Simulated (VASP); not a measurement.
OSZICAR of a VASP run on CoSi2 (fluorite):

**OSZICAR**
```
       N       E                     dE             d eps       ncg     rms          rms(c)
DAV:   1     0.590641613337E+02    0.59064E+02   -0.60078E+03   864   0.109E+03
DAV:   2    -0.191107929809E+02   -0.78175E+02   -0.72778E+02   864   0.235E+02
DAV:   3    -0.225233052269E+02   -0.34125E+01   -0.33674E+01  1060   0.569E+01
DAV:   4    -0.225985075188E+02   -0.75202E-01   -0.75032E-01  1028   0.829E+00
DAV:   5    -0.226007670646E+02   -0.22595E-02   -0.22589E-02  1100   0.148E+00    0.155E+01
DAV:   6    -0.261682801269E+02   -0.35675E+01   -0.43484E+01  1032   0.142E+02    0.178E+01
DAV:   7    -0.210062636666E+02    0.51620E+01   -0.18046E+01  1092   0.110E+02    0.371E+00
DAV:   8    -0.210169131015E+02   -0.10649E-01   -0.11006E+00   968   0.868E+00    0.189E+00
DAV:   9    -0.209781669562E+02    0.38746E-01   -0.10744E-01  1112   0.688E+00    0.445E-01
DAV:  10    -0.209775262894E+02    0.64067E-03   -0.59768E-03  1044   0.784E-01    0.622E-02
DAV:  11    -0.209775060240E+02    0.20265E-04   -0.25479E-04  1264   0.236E-01    0.448E-02
DAV:  12    -0.209775120630E+02   -0.60390E-05   -0.17108E-05   936   0.531E-02    0.213E-02
DAV:  13    -0.209775117047E+02    0.35823E-06   -0.21796E-06   904   0.127E-02
   1 F= -.20977512E+02 E0= -.20977252E+02  d E =-.209775E+02
```

Task: Which electronic solver shows in the log?

Result: It is blocked Davidson (ALGO = Normal, or the opening steps of other solvers). The INCAR had ALGO = Normal.

Task: How was spin treated?

Result: Without spin polarisation: there is no mag entry.

Task: Can the final energy be trusted as converged?

Result: Self-consistency was reached. It stopped with EDIFF = 1E-6, NELM = 100, NSW = 60 and EDIFFG = -0.02 after 1 ionic step (PBEsol GGA, plane waves, VASP's PBE PAW potentials (set 64)).

The compound is CoSi2 in the fluorite structure. It was relaxed first. The start is the result of an earlier pass. The run is not spin-polarised, so no magnetic state was tried. The electron count is odd and the run is not spin-polarised, which forces a metal.
